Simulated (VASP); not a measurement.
Given:

```xyz
2
Lattice="0.0000 2.7985 2.7985 2.7985 0.0000 2.7985 2.7985 2.7985 0.0000" Properties=species:S:1:pos:R:3 pbc="T T T"
Ag     0.0000     0.0000     0.0000
Cl     2.7985     2.7985     2.7985
```

The numbers are results of PBE GGA with spin-orbit coupling, VASP's PBE PAW potentials (set 64) (plane waves; VASP 6.6.1), not measurements. Run with 400 eV cut-off, 7×7×7 Γ-centred mesh, Gaussian smearing of 0.050 eV, potentials Ag Cl.

Give the energies of bands 7 to 20 at the high-symmetry points, in eV from the valence-band maximum.

```
band      Γ      X      U      L      W
----  -----  -----  -----  -----  -----
7     -2.35  -2.90  -3.68  -4.01  -3.82
8     -2.35  -2.90  -3.68  -4.01  -3.82
9     -2.20  -2.79  -2.32  -2.12  -2.26
10    -2.20  -2.79  -2.32  -2.12  -2.26
11    -2.20  -2.24  -2.14  -2.06  -2.08
12    -2.20  -2.24  -2.14  -2.06  -2.08
13    -2.17  -2.12  -1.72  -1.63  -1.74
14    -2.17  -2.12  -1.72  -1.63  -1.74
15    -2.14  -1.74  -1.51  -0.04  -1.70
16    -2.14  -1.74  -1.51  -0.04  -1.70
17    -2.14  -1.65  -1.00   0.00  -1.11
18    -2.14  -1.65  -1.00   0.00  -1.11
19     0.88   2.38   3.58   4.27   4.12
20     0.88   2.38   3.58   4.27   4.12
```

The gap is indirect, 0.88 eV, from the valence maximum at L to the conduction minimum at Γ.

The compound is AgCl in the rock salt structure. It was relaxed first.
